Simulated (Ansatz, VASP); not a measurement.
# Li3SeF in two plane-wave programs, part 3 of 3

One calculation is typed for both programs; each brings its own data sets. How far apart do they land? The cell is generated by rule, not measured, and may not be a known phase. The cell is taken from a series of runs on this material, whose earlier steps may have relaxed, scaled, displaced or heated it; both programs get it as it stands.

VASP 6.6.1 and Ansatz 0.2.0.

So far: The structure; VASP: zone-centre phonons, PBE.

The structure was built from a prototype and need not be the compound's stable phase.

## 3. Ansatz: zone-centre phonons, PBE

Level of this step: Ansatz beside VASP: Kohn-Sham DFT, plane waves, PBE (Ansatz).

Ansatz runs on its PAW soft_1 files.

The same cell, functional and mesh now go to Ansatz, which takes its cutoff from its data sets.

The input, input.yaml:

```yaml
crystal:
  lattice:
    - [3.9956403211, 0.0, 0.0]
    - [0.0, 3.9956403211, 0.0]
    - [0.0, 0.0, 3.9956403211]
  atoms:
    - { symbol: Se, position: [0.0, 0.0, 0.0] }
    - { symbol: F, position: [0.5, 0.5, 0.5] }
    - { symbol: Li, position: [0.5, 0.5, 0.0] }
    - { symbol: Li, position: [0.5, 0.0, 0.5] }
    - { symbol: Li, position: [0.0, 0.5, 0.5] }
kpoints:
  mp_grid: { grid: [12, 12, 12] }
hamiltonian:
  xc: pbe
  pseudopotentials: { kind: paw, azcp: { folder: soft_1 } }
scf:
  occupations: { method: fixed }
output:
  eigenvalues: true
phonons:
  method: dfpt
  dielectric: true
  rigid_motions: translations
```

Launch:

```console
$ ansatz run input.yaml --threads 8 --pin off --max-ram 16384MiB --backend cpu --events-out ev --progress --plain --runs-dir out
```

Numbers of over 12 decimals in the logs are rounded to 6 here.

The program printed:

```text
Engine: ansatz 0.2.0, aarch64-unknown-linux-gnu
Pseudopotentials: kind: paw
Pseudopotential: Se, paw, valence charge 16, recommended cutoff 420 eV (normal), soft_1/Se.paw.azcp
Pseudopotential: F, paw, valence charge 7, recommended cutoff 420 eV (normal), soft_1/F.paw.azcp
Pseudopotential: Li, paw, valence charge 3, recommended cutoff 420 eV (normal), soft_1/Li.paw.azcp
Functional definition: PBE
  parameter kappa = 0.804
  parameter beta = 0.066725
  exchange = pbe_x(kappa = kappa, mu = beta*pi^2/3)
  correlation = pbe_c(beta = beta)
Crystal: 5 atoms, lattice volume = 63.791 Å³
Basis set: ecut = 420 eV, 1237 PW (Γ), exchange–correlation on 54×54×54 points (8 copies of the dense FFT grid, shifted against one another)
Bands: 21, of which v1, the nominal top of the filled ones, is band 16 counted from 1 (15 counted from 0)
Symmetry: 48 space group operations
k-points: 518 of 1728 (irreducible under 2 space group operations, time reversal used)
Non-local potential: Se, projectors of the file, l = 0: 2, l = 1: 2, l = 2: 3, l = 3: 1
Non-local potential: F, projectors of the file, l = 0: 2, l = 1: 2, l = 2: 1
Non-local potential: Li, projectors of the file, l = 0: 3, l = 1: 2, l = 2: 1
PAW form: soft (Blöchl's): semilocal exchange-correlation on the pseudo side does not see the compensation charge
PAW one-centre angular grid: Se, 590 points (default); XC on 64 Gauss nodes
PAW one-centre angular grid: F, 110 points (default); XC on 64 Gauss nodes
PAW one-centre angular grid: Li, 110 points (default); XC on 96 Gauss nodes
Initial density: superposition of atomic densities (chi_scale 0.1, normalization cell, long waves kept (reshape's long-wave potential 0.01 eV rms))
Initial wavefunctions: pseudopotential atomic-orbital guess
Functional: x = pbe(κ = 0.804, μ = 0.219515), c = pbe(β = 0.066725)
SCF iter   1: F=—  HF=-6902.650844 eV  |F-HF|=—  |Δ(HF+E_count)|=         —  Δρ=1.78e-1  dr2=1.96e1  ethr=3.10e-3  ⟨swp⟩=4.0  Hψ=43001  notcnv=0  defer=663
preconditioner: auto → Resta (q_TF=auto, 2.432 Å⁻¹)  ε∞=4.1  [insulator: Δε(μ)=3.454 eV  Ē_g=9.893 eV  n_scr=18 (ndim 8)  ℏωp=17.4 eV  f_vac=0.000  ε∞_Penn≈4.1]
SCF iter   2: F=—  HF=-6898.700393 eV  |F-HF|=—  |Δ(HF+E_count)|=    3.95e0  Δρ=8.22e-2  dr2=2.03e0  ethr=3.10e-3  ⟨swp⟩=3.9  Hψ=31092  notcnv=0  defer=1163
SCF iter   3: F=—  HF=-6898.261694 eV  |F-HF|=—  |Δ(HF+E_count)|=   4.39e-1  Δρ=2.74e-2  dr2=3.89e-1  ethr=3.10e-3  ⟨swp⟩=2.0  Hψ=20654  notcnv=0  defer=856
SCF iter   4: F=—  HF=-6898.186460 eV  |F-HF|=—  |Δ(HF+E_count)|=   7.52e-2  Δρ=6.63e-3  dr2=3.70e-2  ethr=1.21e-3  ⟨swp⟩=2.0  Hψ=18909  notcnv=0  defer=658
SCF iter   5: F=—  HF=-6898.177272 eV  |F-HF|=—  |Δ(HF+E_count)|=   9.19e-3  Δρ=1.41e-3  dr2=1.21e-3  ethr=1.16e-4  ⟨swp⟩=2.0  Hψ=17015  notcnv=0  defer=1449
SCF iter   6: F=—  HF=-6898.177155 eV  |F-HF|=—  |Δ(HF+E_count)|=   1.16e-4  Δρ=7.79e-4  dr2=2.77e-4  ethr=3.77e-6  ⟨swp⟩=2.0  Hψ=22074  notcnv=0  defer=1531
SCF iter   7: F=—  HF=-6898.176975 eV  |F-HF|=—  |Δ(HF+E_count)|=   1.80e-4  Δρ=1.60e-4  dr2=1.48e-5  ethr=8.65e-7  ⟨swp⟩=2.0  Hψ=19094  notcnv=0  defer=1287
SCF iter   8: F=—  HF=-6898.176983 eV  |F-HF|=—  |Δ(HF+E_count)|=   7.89e-6  Δρ=4.06e-5  dr2=1.17e-6  ethr=4.61e-8  ⟨swp⟩=2.0  Hψ=13986  notcnv=0  defer=583
SCF iter   9: F=—  HF=-6898.176983 eV  |F-HF|=—  |Δ(HF+E_count)|=   5.55e-8  Δρ=5.32e-6  dr2=1.83e-8  ethr=3.65e-9  ⟨swp⟩=2.9  Hψ=18441  notcnv=0  defer=545
SCF iter  10: F=—  HF=-6898.176983 eV  |F-HF|=—  |Δ(HF+E_count)|=  7.57e-10  Δρ=7.04e-7  dr2=2.95e-10  ethr=5.71e-11  ⟨swp⟩=2.0  Hψ=18648  notcnv=0  defer=545
SCF iter  11: F=-6898.176983 eV  HF=-6898.176983 eV  |F-HF|=1.82e-12  |Δ(HF+E_count)|=  2.46e-10  Δρ=1.21e-7  dr2=7.38e-12  ethr=1.00e-12  ⟨swp⟩=10.2  Hψ=62815  notcnv=0
SCF 1 converged in 11 iterations: F = -6898.176983 eV  dr2 = 7.38e-12
  greatest PAW one-centre occupation: 1.000 electrons in one spin orbital (limit 2), on the Se atom at site 0 (counted from 0), in its partial waves of l = 2
DFPT response loops at Γ: preconditioner auto → none (the input reference at scf.mixing.eps_inf says where Resta's filter doesn't serve); β = 0.50; Broyden in place of MSR1
── the response to a field inside a basis, on 12×12×12 k-points: an SCF that follows is theirs, and a resumed run solves both again ──
Bands: 17, of which v1, the nominal top of the filled ones, is band 16 counted from 1 (15 counted from 0)
k-points: 56 of 1728
Initial density: handed on by an earlier stage of this run
Initial wavefunctions: pseudopotential atomic-orbital guess (no wavefunctions were taken with the density)
Eigensolver: Dense (56 Hₖ)
SCF iter   1: F=—  HF=-6898.171727 eV  |F-HF|=—  |Δ(HF+E_count)|=         —  Δρ=1.73e-4  dr2=4.20e-6  ethr=1.00e-1
preconditioner: auto → Resta (q_TF=auto, 2.432 Å⁻¹)  ε∞=4.3  [insulator: Δε(μ)=3.962 eV  Ē_g=9.633 eV  n_scr=18 (ndim 8)  ℏωp=17.4 eV  f_vac=0.000  ε∞_Penn≈4.3]
SCF iter   2: F=—  HF=-6898.171730 eV  |F-HF|=—  |Δ(HF+E_count)|=   2.75e-6  Δρ=6.53e-5  dr2=1.16e-6  ethr=1.31e-8
SCF iter   3: F=—  HF=-6898.171731 eV  |F-HF|=—  |Δ(HF+E_count)|=   1.13e-6  Δρ=3.41e-5  dr2=2.34e-7  ethr=3.63e-9
SCF iter   4: F=-6898.171732 eV  HF=-6898.171732 eV  |F-HF|=8.45e-10  |Δ(HF+E_count)|=   3.39e-7  Δρ=2.38e-6  dr2=4.21e-9  ethr=7.32e-10
SCF 1 converged in 4 iterations: F = -6898.171732 eV  dr2 = 4.21e-9
DFPT response loops at Γ: mixed as the last ones told, above
SCF converged after 11 iterations
Free energy (F): -6898.176983 eV
Harris-Foulkes:  -6898.176983 eV  (|F-HF|=1.82e-12)
Internal energy: -6898.176983 eV  (E = F + TS)
E sigma→0 (E₀):  -6898.176983 eV
Fermi energy:    5.010373 eV
--- Per-component energies (eV) ---
  E_band       = -687.148900
  E_kinetic    = 360.896992
  E_local      = -3683.140948  (includes V_loc(G=0)·N_el)
  E_nonlocal   = -326.259673
  E_hartree    = 1751.432341
  E_xc         = -191.640571
  E_vxc        = -227.364684  (∫ρ·V_xc dr)
  E_paw        = -2407.640423  (= ΣΔE_a)
  E_vpaw       = -314.146537  (= ΣTr[D̂ρ^β])
  E_aug_tail   = 0.001286  (compensation charges beyond the density's cutoff)
  E_ewald      = -2401.825987
  E_smearing   = -0.000000  (= −TS)
  E_closure    = -0.000000  (closes the sum)
  Σ components = -6898.176983   (vs F -6898.176983, Δ=0.00e0)
--- Band table (eV; the first three rows and the last of 518) ---
  k-point 0: bands = [... 12 lower, -1.1341, 4.3529, 4.3529, 4.3529, 8.7586, 10.6126, 10.6126, 14.9622, ... 1 higher]
  k-point 1: bands = [... 12 lower, -1.1120, 4.1448, 4.3618, 4.3618, 8.8941, 10.5765, 10.8597, 14.4741, ... 1 higher]
  k-point 2: bands = [... 12 lower, -1.0488, 3.6532, 4.3868, 4.3868, 9.1633, 10.4818, 11.5984, 13.5431, ... 1 higher]
  k-point 517: bands = [... 12 lower, -0.8031, 2.3096, 2.3096, 2.3096, 11.1860, 11.1860, 11.1860, 11.7224, ... 1 higher]
--- Phonons (Γ-DFPT): 4 representative perturbations + reference, on 518 of 1728 k-points (Σ response iterations 13) ---
  k mesh reduced under 2 symmetry operations, with k and −k counted as one. Each operation leaves every solved perturbation unchanged. A smaller set is not considered because the run solves the response to a homogeneous field
  ASR residual: 3.409e-3 → 0.000e0 eV/Å²; symmetrization residual: 1.445e-6 eV/Å²
  ASR residual per site (eV/Å²): 4.79e-5 2.09e-3 3.41e-3 3.41e-3 3.41e-3
  Γ frequencies (cm⁻¹): 0.00 0.00 0.00 149.44 149.44 149.44 193.03 193.03 193.03 268.35 268.35 268.35 397.78 397.78 397.78
  ε∞ (high-frequency dielectric tensor):
        4.241124     0.000000    -0.000000
        0.000000     4.241124     0.000000
       -0.000000     0.000000     4.241124
  ε⁰ (static dielectric tensor: ions relaxed, cell fixed):
       22.196298     0.000000     0.000000
        0.000000    22.196298    -0.000000
        0.000000    -0.000000    22.196298
  ε⁰ − ε∞ (ionic part):
       17.955173     0.000000     0.000000
        0.000000    17.955173    -0.000000
        0.000000    -0.000000    17.955173
  softest optical mode at Γ: 149.44 cm⁻¹; the repairs (sum rule, projections) moved no ω² at Γ by more than (11.59 cm⁻¹)²
  Born effective charges Z* (e; rows j = field, columns β = displacement):
    site 0:
        -1.99659    0.00000    0.00000
        -0.00000   -1.99659    0.00000
         0.00000   -0.00000   -1.99659
    site 1:
        -1.58107   -0.00000    0.00000
         0.00000   -1.58107    0.00000
         0.00000    0.00000   -1.58107
    site 2:
         1.36271   -0.00000    0.00000
         0.00000    1.36271    0.00000
        -0.00000    0.00000    0.85223
    site 3:
         1.36271    0.00000    0.00000
         0.00000    0.85223    0.00000
        -0.00000    0.00000    1.36271
    site 4:
         0.85223   -0.00000    0.00000
        -0.00000    1.36271    0.00000
         0.00000    0.00000    1.36271
  Z* charge neutrality: 8.933e-4 e pre-enforcement
  solved inside a basis spanned on kpoints, on 12×12×12 k-points, its susceptibility summed on 16×16×16: ε∞ is read to err by 1.1e-2, Z* by 1.7e-2 e (field_mesh: kpoints solves on kpoints); Z* is corrected for what the basis lacks
  optical modes at Γ without the LO–TO term, one row a degenerate level:
      ω (cm⁻¹)  modes    IR ((D/Å)²/amu)
[...]
optical modes at Γ + LO–TO along q̂ = [1.0000, 0.0000, 0.0000]:
      ω (cm⁻¹)  modes    IR ((D/Å)²/amu)
[...]
optical modes at Γ + LO–TO along q̂ = [0.0000, 1.0000, 0.0000]:
      ω (cm⁻¹)  modes    IR ((D/Å)²/amu)
[...]
451.82      1            17.9469
  optical modes at Γ + LO–TO along q̂ = [0.0000, 0.0000, 1.0000]:
      ω (cm⁻¹)  modes    IR ((D/Å)²/amu)
        149.44      2            17.7794
        193.03      3             0.0000
        204.41      1             0.4678
        268.35      2            19.8995
        395.13      1             0.5464
        397.78      2             0.2433
        451.82      1            17.9469
```

## 4. Comparison

Known differences besides the potentials themselves: fixed occupations in Ansatz, narrow Gaussian smearing in VASP; VASP's response is taken on the typed mesh, Ansatz refines its own for the field response alone; the data sets hold 32 valence electrons in Ansatz (on its PAW soft_1 files) and 22 in VASP; the cutoff is 420 eV in Ansatz and 750 eV in VASP. Total energies have different zeros and are not compared.

Both answers:

| quantity | Ansatz | VASP | difference |
| --- | --- | --- | --- |
| ε∞ xx | 4.24 | 4.25 | -0.30 % |
| ε∞ yy | 4.24 | 4.25 | -0.30 % |
| ε∞ zz | 4.24 | 4.25 | -0.30 % |
| Born charge of Se1 (mean of the diagonal) (e) | -2.00 | -2.00 | 0.00 |
| Born charge of F2 (mean of the diagonal) (e) | -1.58 | -1.58 | 0.00 |
| Born charge of Li3 (mean of the diagonal) (e) | 1.19 | 1.19 | 0.00 |
| optical mode 1 to 3 (cm⁻¹) | 149.4 | 146.0 | +2.35 % |
| optical mode 4 to 6 (cm⁻¹) | 193.0 | 199.9 | -3.44 % |
| optical mode 7 to 9 (cm⁻¹) | 268.4 | 268.4 | -0.01 % |
| optical mode 10 to 12 (cm⁻¹) | 397.8 | 399.1 | -0.33 % |

Modes are paired by rising frequency, not by their patterns, so a pair may set unlike modes beside each other; they are those without the splitting of longitudinal modes.

## 5. Summary of results

* r.m.s. difference of the optical zone-centre modes, each program's sorted by frequency (zone-centre phonons, PBE): 3.9 cm⁻¹
* difference in optical mode 4 to 6 (zone-centre phonons, PBE): -3.4 %

The r.m.s. difference of the optical zone-centre modes, each program's sorted by frequency is 3.9 cm⁻¹ (zone-centre phonons, PBE). The data sets hold unlike numbers of valence electrons (32 in Ansatz and 22 in VASP), so part of the differences comes from the potentials. Among the rows given in per cent, the largest difference of the zone-centre phonons, PBE pair is in optical mode 4 to 6, -3.4 %. Such differences can come from data sets, numerical settings and the points named under the comparisons, not from the functional's error against experiment.

[Lines on the potential files, build, host, timing and source positions are cut from VASP's logs without a mark.]

[Logs are printed without paths, hosts, clocks, repeated set-up lines and the standing remarks that a program may print on its own settings, such as how far it seeks lower states.]

[Hosts, paths, dates, database ids (printed as entryN), source tags and the programs' standing remarks are cut or masked in the printed files.]
